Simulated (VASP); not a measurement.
Data:

```
MgB2
1.0
    1.57808    -2.73332     0.00000
    1.57808     2.73332     0.00000
    0.00000     0.00000     3.59551
Mg B
1 2
Cartesian
  0.00000   0.00000   3.59551
  1.57808   0.91111   1.79776
  1.57808  -0.91111   1.79776
```

All values below come from revPBE GGA, VASP's PBE PAW potentials (set 64) (plane waves; VASP). Run with 520 eV cut-off, 11×11×9 Γ-centred mesh, first-order Methfessel-Paxton smearing of 0.10 eV, potentials Mg B.

The ions and cell shape at fixed volume are relaxed. Predict the relaxed structure.

```
MgB2
1.0
    1.56631    -2.71293     0.00000
    1.56631     2.71293     0.00000
    0.00000     0.00000     3.64977
Mg B
1 2
Direct
  0.00000   0.00000   0.00000
  0.33333   0.66667   0.50000
  0.66667   0.33333   0.50000
```
Space group P6/mmm (191), at a tolerance of 0.03 Å.

How much energy does the relaxation gain?

The energy (σ→0) changes by -3.5 meV/atom, in 3 ionic steps.

```
step  E(σ→0) (eV)  max force (eV/Å)  pressure (GPa)  volume (Å³)
----  -----------  ----------------  --------------  -----------
1        -14.6329             0.000           -7.85        31.02
2        -14.6433             0.000           -7.12        31.02
3        -14.6434             0.000           -7.02        31.02
```

The compound is MgB2 in the AlB2 type structure. This cell is one point of a volume scan, at 1.06 of the reference volume. Symmetry was kept, so distortions that lower it aren't found.
